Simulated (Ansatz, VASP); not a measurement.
# Cross-check of TiC between VASP and Ansatz, part 2 of 3

One calculation is typed for both programs; each brings its own data sets. How far apart do they land? The cell is taken from a series of runs on this material, whose earlier steps may have relaxed, scaled, displaced or heated it; both programs get it as it stands.

VASP 6.6.1 and Ansatz 0.2.0.

So far: Set-up; Ansatz: zone-centre phonons, PBEsol, pair 1.

### Step 3. VASP: zone-centre phonons, PBEsol, pair 1

Level of this step: PBEsol; plane waves and PAW (C, Ti_sv) (VASP).

The same cell, functional, mesh and smearing now go to VASP, with its own data sets.

Lines of VASP's logs that name or quote its potential files are left out, and so is its time.

INCAR reads:

```
SYSTEM = TiC
PREC = Accurate
ENCUT = 600
EDIFF = 1E-08
NELM = 120
ISMEAR = 1
SIGMA = 0.2
LREAL = .FALSE.
ALGO = Normal
GGA = PS
NBANDS = 14
LASPH = .TRUE.
LORBIT = 11
LWAVE = .FALSE.
LCHARG = .FALSE.
ISIF = 2
IBRION = 8
GGA_COMPAT = .FALSE.
KPAR = 2
```

POSCAR reads:

```
TiC
1.0
    0.0000000000      2.0820500175      2.1770505655
    2.0820500175      0.0000000000      2.1770505655
    2.0820500175      2.0820500175      0.0000000000
C Ti
1 1
Direct
    0.5000000000      0.5000000000      0.5000000000
    0.0000000000      0.0000000000      0.0000000000
```

KPOINTS reads:

```
Automatic mesh
0
Gamma
16 16 16
0 0 0
```

The projector-augmented-wave data sets are C and Ti_sv (PBE family, release 64).

Run with:

```
$ mpirun -np 2 vasp_std
```

Numbers of over 12 decimals in the logs are rounded to 6 here.

The log of the run:

```text
[banner, memory and clock lines left out]
running    2 mpi-ranks, on    1 nodes
 distrk:  each k-point on    1 cores,    2 groups
 distr:  one band on    1 cores,    1 groups

 POSCAR found type information on POSCAR C Ti
 POSCAR found :  2 types and       2 ions
|                                                                             |
|               ----> ADVICE to this user running VASP <----                  |
|                                                                             |
|     You enforced a specific xc type in the INCAR file but a different       |
|     [... a line on the potential file left out ...]
|     I HOPE YOU KNOW WHAT YOU ARE DOING!                                     |
|                                                                             |

 LDA part: xc-table for (Slater+PW92), standard interpolation
 POSCAR, INCAR and KPOINTS ok, starting setup
 FFT: planning ... GRIDC
 FFT: planning ... GRID_SOFT
 FFT: planning ... GRID
 WAVECAR not read
 entering main loop
       N       E                     dE             d eps       ncg     rms          rms(c)
DAV:   1     0.127135382365E+03    0.12714E+03   -0.88340E+03  9778   0.153E+03
DAV:   2    -0.163123173231E+02   -0.14345E+03   -0.13507E+03 10252   0.375E+02
DAV:   3    -0.245997449037E+02   -0.82874E+01   -0.80840E+01 12968   0.867E+01
DAV:   4    -0.249398224616E+02   -0.34008E+00   -0.33977E+00 12114   0.158E+01
DAV:   5    -0.249481863214E+02   -0.83639E-02   -0.83635E-02 13184   0.218E+00    0.202E+01
DAV:   6    -0.201631232814E+02    0.47851E+01   -0.11964E+01 13992   0.606E+01    0.646E+00
DAV:   7    -0.197478544209E+02    0.41527E+00   -0.17803E+00 11814   0.201E+01    0.573E+00
DAV:   8    -0.197201121061E+02    0.27742E-01   -0.12957E-01 11130   0.490E+00    0.241E+00
DAV:   9    -0.197258720463E+02   -0.57599E-02   -0.60801E-02 12454   0.242E+00    0.867E-01
DAV:  10    -0.197239370908E+02    0.19350E-02   -0.80544E-03 12838   0.126E+00    0.559E-01
DAV:  11    -0.197230671409E+02    0.86995E-03   -0.31190E-03 10702   0.819E-01    0.581E-02
DAV:  12    -0.197230212964E+02    0.45844E-04   -0.23797E-04 10996   0.236E-01    0.135E-02
DAV:  13    -0.197230142939E+02    0.70026E-05   -0.18431E-05 12878   0.586E-02    0.402E-03
DAV:  14    -0.197230141280E+02    0.16589E-06   -0.10408E-06 12480   0.166E-02    0.412E-03
DAV:  15    -0.197230140471E+02    0.80894E-07   -0.13137E-07 14592   0.446E-03    0.473E-04
DAV:  16    -0.197230140390E+02    0.80422E-08   -0.17052E-08  9822   0.132E-03
   1 F= -.19723014E+02 E0= -.19723088E+02  d E =0.220893E-03
 Linear response reoptimize wavefunctions to high precision
DAV:   1    -0.197230140320E+02    0.70204E-08   -0.18545E-09  8604   0.487E-04
DAV:   2    -0.197230140320E+02   -0.22283E-10   -0.12941E-10  5852   0.109E-04
 Linear response DOF=           4
 Linear response progress:
  Degree of freedom:   1/  4
       N       E                     dE             d eps       ncg     rms          rms(c)
RMM:   1    -0.128153858707E+00   -0.12815E+00   -0.55342E-02 36734   0.254E+00
RMM:   2    -0.117773264918E+00    0.10381E-01   -0.65688E-03 34246   0.623E-01    0.149E-01
RMM:   3    -0.118475612714E+00   -0.70235E-03   -0.23353E-03 35908   0.265E-01    0.689E-02
RMM:   4    -0.119552527872E+00   -0.10769E-02   -0.76629E-04 36443   0.157E-01    0.157E-02
RMM:   5    -0.119701646062E+00   -0.14912E-03   -0.18251E-04 41018   0.653E-02    0.314E-03
RMM:   6    -0.119698006716E+00    0.36393E-05   -0.23557E-05 40762   0.273E-02    0.179E-03
RMM:   7    -0.119693690211E+00    0.43165E-05   -0.54344E-06 41043   0.133E-02    0.799E-04
RMM:   8    -0.119697999530E+00   -0.43093E-05   -0.12612E-06 40931   0.682E-03    0.410E-04
RMM:   9    -0.119695974409E+00    0.20251E-05   -0.47565E-07 41550   0.370E-03    0.146E-04
RMM:  10    -0.119696060637E+00   -0.86227E-07   -0.94569E-07 40391   0.199E-03    0.108E-04
RMM:  11    -0.119695934447E+00    0.12619E-06   -0.30317E-07 40395   0.111E-03    0.743E-05
RMM:  12    -0.119695942757E+00   -0.83099E-08   -0.36550E-08 43050   0.592E-04    0.737E-05
 first order change of Fermi-energy  -0.13682E-03
 force on displaced ion       1 direction 1 : -14.028   0.000   0.000
 Linear response progress:
  Degree of freedom:   2/  4
       N       E                     dE             d eps       ncg     rms          rms(c)
RMM:   1    -0.123895105573E+00   -0.12390E+00   -0.42562E-02 21497   0.206E+00
RMM:   2    -0.115830126132E+00    0.80650E-02   -0.50239E-03 18621   0.522E-01    0.136E-01
RMM:   3    -0.116482308672E+00   -0.65218E-03   -0.17703E-03 19358   0.221E-01    0.638E-02
RMM:   4    -0.117451992235E+00   -0.96968E-03   -0.58432E-04 19784   0.133E-01    0.144E-02
RMM:   5    -0.117565197237E+00   -0.11321E-03   -0.12987E-04 22370   0.515E-02    0.253E-03
RMM:   6    -0.117556156945E+00    0.90403E-05   -0.16709E-05 22079   0.199E-02    0.133E-03
RMM:   7    -0.117547128209E+00    0.90287E-05   -0.33508E-06 22009   0.924E-03    0.630E-04
RMM:   8    -0.117551682277E+00   -0.45541E-05   -0.56194E-07 22353   0.441E-03    0.272E-04
RMM:   9    -0.117549789960E+00    0.18923E-05   -0.41705E-07 22570   0.233E-03    0.102E-04
RMM:  10    -0.117549989608E+00   -0.19965E-06   -0.46943E-07 23106   0.117E-03    0.565E-05
RMM:  11    -0.117549979676E+00    0.99328E-08    0.70509E-08 23643   0.606E-04    0.662E-05
 first order change of Fermi-energy   0.13867E-02
 force on displaced ion       1 direction 3 :   0.000   0.000  -9.389
 Linear response progress:
  Degree of freedom:   3/  4
       N       E                     dE             d eps       ncg     rms          rms(c)
RMM:   1    -0.662313936030E+00   -0.66231E+00    0.83080E+00 17540   0.139E+02
RMM:   2    -0.632859324383E+00    0.29455E-01   -0.24757E-01 29783   0.510E+00    0.243E-01
RMM:   3    -0.631467206987E+00    0.13921E-02   -0.19133E-02 35122   0.120E+00    0.122E-01
RMM:   4    -0.630648603554E+00    0.81860E-03   -0.79020E-03 38344   0.535E-01    0.220E-02
RMM:   5    -0.631188106707E+00   -0.53950E-03   -0.12508E-03 40894   0.212E-01    0.104E-02
RMM:   6    -0.631511939466E+00   -0.32383E-03   -0.34481E-04 40861   0.938E-02    0.764E-03
RMM:   7    -0.631808986929E+00   -0.29705E-03   -0.87682E-05 37909   0.462E-02    0.274E-03
RMM:   8    -0.631959614565E+00   -0.15063E-03   -0.42420E-05 39855   0.256E-02    0.223E-03
RMM:   9    -0.631877880409E+00    0.81734E-04   -0.23902E-05 38962   0.147E-02    0.685E-04
RMM:  10    -0.631898667828E+00   -0.20787E-04   -0.18016E-05 41000   0.884E-03    0.232E-04
RMM:  11    -0.631911600672E+00   -0.12933E-04   -0.13995E-05 41427   0.586E-03    0.643E-05
RMM:  12    -0.631909767490E+00    0.18332E-05   -0.98125E-06 42436   0.413E-03    0.726E-05
RMM:  13    -0.631908855192E+00    0.91230E-06   -0.80019E-06 41931   0.313E-03    0.137E-04
RMM:  14    -0.631910154149E+00   -0.12990E-05   -0.59092E-06 40099   0.246E-03    0.125E-04
[...]
RMM:  30    -0.631915474521E+00   -0.61120E-08   -0.39158E-07 21912   0.276E-04    0.101E-05
RMM:  31    -0.631915485538E+00   -0.11016E-07   -0.35419E-07 21217   0.248E-04    0.117E-05
RMM:  32    -0.631915487533E+00   -0.19956E-08   -0.30686E-07 19272   0.222E-04    0.132E-05
RMM:  33    -0.631915494703E+00   -0.71698E-08   -0.27605E-07 25498   0.200E-04    0.141E-05
RMM:  34    -0.631915487522E+00    0.71812E-08   -0.24472E-07 29435   0.181E-04    0.163E-05
RMM:  35    -0.631915489384E+00   -0.18621E-08   -0.21756E-07 18698   0.162E-04    0.174E-05
RMM:  36    -0.631915493627E+00   -0.42435E-08   -0.18427E-07 19836   0.147E-04    0.179E-05
RMM:  37    -0.631915480549E+00    0.13078E-07   -0.17584E-07 18597   0.133E-04    0.190E-05
 first order change of Fermi-energy   0.36409E-03
 force on displaced ion       2 direction 1 : -14.017   0.000   0.000
 Linear response progress:
  Degree of freedom:   4/  4
       N       E                     dE             d eps       ncg     rms          rms(c)
RMM:   1    -0.726384632281E+00   -0.72638E+00    0.22758E+00  9909   0.134E+02
RMM:   2    -0.696319858122E+00    0.30065E-01   -0.23275E-01 16476   0.493E+00    0.241E-01
RMM:   3    -0.695502823412E+00    0.81703E-03   -0.18981E-02 19307   0.118E+00    0.119E-01
RMM:   4    -0.695049132704E+00    0.45369E-03   -0.78439E-03 21374   0.525E-01    0.208E-02
RMM:   5    -0.695784993700E+00   -0.73586E-03   -0.12068E-03 22456   0.205E-01    0.102E-02
RMM:   6    -0.696129120764E+00   -0.34413E-03   -0.30771E-04 22524   0.892E-02    0.726E-03
RMM:   7    -0.696334163155E+00   -0.20504E-03   -0.74185E-05 21537   0.433E-02    0.324E-03
RMM:   8    -0.696600862701E+00   -0.26670E-03   -0.31070E-05 20544   0.261E-02    0.314E-03
RMM:   9    -0.696469390810E+00    0.13147E-03   -0.13600E-05 20927   0.153E-02    0.122E-03
RMM:  10    -0.696508358274E+00   -0.38967E-04   -0.10612E-05 22246   0.859E-03    0.275E-04
RMM:  11    -0.696521227391E+00   -0.12869E-04   -0.78658E-06 23096   0.545E-03    0.635E-05
RMM:  12    -0.696521676770E+00   -0.44938E-06   -0.58732E-06 23800   0.370E-03    0.873E-05
RMM:  13    -0.696515626581E+00    0.60502E-05   -0.39229E-06 21923   0.280E-03    0.275E-04
RMM:  14    -0.696523607882E+00   -0.79813E-05   -0.31043E-06 20393   0.222E-03    0.920E-05
[...]
RMM:  21    -0.696528286565E+00   -0.54333E-07   -0.57824E-07 21802   0.599E-04    0.512E-06
RMM:  22    -0.696528317059E+00   -0.30493E-07   -0.52610E-07 19742   0.523E-04    0.131E-05
RMM:  23    -0.696528324055E+00   -0.69967E-08   -0.46400E-07 21493   0.450E-04    0.150E-05
RMM:  24    -0.696528316329E+00    0.77260E-08   -0.30496E-07 19157   0.392E-04    0.180E-05
RMM:  25    -0.696528342144E+00   -0.25815E-07   -0.25885E-07 17114   0.343E-04    0.200E-05
RMM:  26    -0.696528362331E+00   -0.20187E-07   -0.16643E-07 15375   0.300E-04    0.221E-05
RMM:  27    -0.696528376589E+00   -0.14258E-07   -0.15738E-07 14795   0.263E-04    0.241E-05
RMM:  28    -0.696528386261E+00   -0.96719E-08   -0.82332E-08 16185   0.232E-04    0.247E-05
 first order change of Fermi-energy  -0.12165E-02
 force on displaced ion       2 direction 3 :   0.000   0.000  -9.373
 Linear response finished
```

OUTCAR, selected parts (step 3):

```text
ion  position               nearest neighbor table
   1  0.500  0.500  0.500-   2 2.08   2 2.08   2 2.08   2 2.08   2 2.18   2 2.18
   2  0.000  0.000  0.000-   1 2.08   1 2.08   1 2.08   1 2.08   1 2.18   1 2.18

  LATTYP: Found a body centered tetragonal cell.
 ALAT       =     2.9444633723
 C/A-ratio  =     1.4787418217

 Subroutine GETGRP returns: Found 16 space group operations
 (whereof 16 operations were pure point group operations)

The static configuration has the point symmetry D_4h.

 Found    349 irreducible k-points:

   k-points           NKPTS =    349   k-points in BZ     NKDIM =    349   number of bands    NBANDS=     14

   dimension x,y,z NGX =    24 NGY =   24 NGZ =   24
   dimension x,y,z NGXF=    48 NGYF=   48 NGZF=   48

   ENCUT  =  600.0 eV  44.10 Ry    6.64 a.u.   6.02  6.02  5.88*2*pi/ulx,y,z

   NELECT =      16.0000    total number of electrons

 k-points in reciprocal lattice and weights: Automatic mesh
   0.00000000  0.00000000  0.00000000       0.000
   0.06250000  0.00000000  0.00000000       0.002
   0.12500000  0.00000000  0.00000000       0.002
   0.18750000 -0.00000000  0.00000000       0.002
   0.25000000  0.00000000  0.00000000       0.002
   0.31250000  0.00000000  0.00000000       0.002
   0.37500000 -0.00000000  0.00000000       0.002
   0.43750000  0.00000000  0.00000000       0.002
   0.50000000  0.00000000  0.00000000       0.001
[...]
-0.31250000  0.18750000  0.50000000       0.001
  -0.25000000  0.25000000  0.50000000       0.000

 average (electrostatic) potential at core
       1 -43.6916       2 -69.7956

  Total        2.6405039      2.6405039      0.0139147      0.0000000     -0.0000000      0.0000000
  in kB      224.1385511    224.1385511      1.1811455      0.0000000     -0.0000000      0.0000000
  external PRESSURE =     149.8194159 kB  Pullay stress =       0.0000000 kB

  energy-cutoff  :      600.00
  volume of cell :       18.87
      direct lattice vectors                 reciprocal lattice vectors
     0.000000000  2.082050017  2.177050566    -0.240147929  0.240147929  0.229668529
     2.082050017  0.000000000  2.177050566     0.240147929 -0.240147929  0.229668529
     2.082050017  2.082050017  0.000000000     0.240147929  0.240147929 -0.229668529

 POSITION                                       TOTAL-FORCE (eV/Angst)
 -----------------------------------------------------------------------------------
      2.08205      2.08205      2.17705         0.000000     -0.000000      0.000000
      0.00000      0.00000      0.00000        -0.000000      0.000000     -0.000000
 -----------------------------------------------------------------------------------
    total drift:                                0.000000     -0.000000     -0.000000

 Eigenvectors and eigenvalues of the dynamical matrix
 ----------------------------------------------------

   1 f  =   18.894336 THz   118.716614 2PiTHz  630.247206 cm-1    78.140659 meV
             X         Y         Z           dx          dy          dz
      2.082050  2.082050  2.177051     0.894195    0.000000    0.000000
      0.000000  0.000000  0.000000    -0.447678   -0.000000   -0.000000

   2 f  =   18.894336 THz   118.716614 2PiTHz  630.247206 cm-1    78.140659 meV
             X         Y         Z           dx          dy          dz
      2.082050  2.082050  2.177051     0.000000   -0.894195   -0.000000
      0.000000  0.000000  0.000000     0.000000    0.447678    0.000000

   3 f  =   15.455815 THz    97.111749 2PiTHz  515.550493 cm-1    63.920086 meV
             X         Y         Z           dx          dy          dz
      2.082050  2.082050  2.177051    -0.000000    0.000000   -0.894270
      0.000000  0.000000  0.000000     0.000000    0.000000    0.447528

   4 f/i=    0.003109 THz     0.019537 2PiTHz    0.103717 cm-1     0.012859 meV
             X         Y         Z           dx          dy          dz
      2.082050  2.082050  2.177051    -0.299645   -0.332609    0.000000
      0.000000  0.000000  0.000000    -0.598512   -0.664355    0.000000

   5 f/i=    0.003109 THz     0.019537 2PiTHz    0.103717 cm-1     0.012859 meV
             X         Y         Z           dx          dy          dz
      2.082050  2.082050  2.177051    -0.332609    0.299645   -0.000000
      0.000000  0.000000  0.000000    -0.664355    0.598512   -0.000000

   6 f/i=    0.005148 THz     0.032346 2PiTHz    0.171718 cm-1     0.021290 meV
             X         Y         Z           dx          dy          dz
      2.082050  2.082050  2.177051    -0.000000    0.000000    0.447528
      0.000000  0.000000  0.000000    -0.000000    0.000000    0.894270

 ELASTIC MODULI CONTR FROM IONIC RELAXATION (kBar)
 Direction    XX          YY          ZZ          XY          YZ          ZX
 --------------------------------------------------------------------------------
 XX           0.0000      0.0000      0.0000      0.0000      0.0000      0.0000
 YY           0.0000      0.0000      0.0000      0.0000      0.0000      0.0000
 ZZ           0.0000      0.0000      0.0000      0.0000      0.0000      0.0000
 XY           0.0000      0.0000      0.0000      0.0000      0.0000      0.0000
 YZ           0.0000      0.0000      0.0000      0.0000      0.0000      0.0000
 ZX           0.0000      0.0000      0.0000      0.0000      0.0000      0.0000
 --------------------------------------------------------------------------------
```

### Step 4. Differences

Known differences besides the potentials themselves: the cutoff is 420 eV in Ansatz and 600 eV in VASP; Ansatz makes its cores anew for this functional, VASP keeps those of its PBE data sets. Total energies have different zeros and are not compared.

Both answers:

```tsv
quantity	Ansatz	VASP	difference
optical mode 1 (cm⁻¹)	515.0	515.6	-0.12 %
optical mode 2 to 3 (cm⁻¹)	629.5	630.2	-0.12 %
```

Modes are paired by rising frequency, not by their patterns, so a pair may set unlike modes beside each other; they are those without the splitting of longitudinal modes.

(Continued in part 3 of 3.)

[Lines on the potential files, build, host, timing and source positions are cut from VASP's logs without a mark.]

[Logs are printed without paths, hosts, clocks, repeated set-up lines and the standing remarks that a program may print on its own settings, such as how far it seeks lower states.]

[Hosts, paths, dates, database ids (printed as entryN), source tags and the programs' standing remarks are cut or masked in the printed files.]
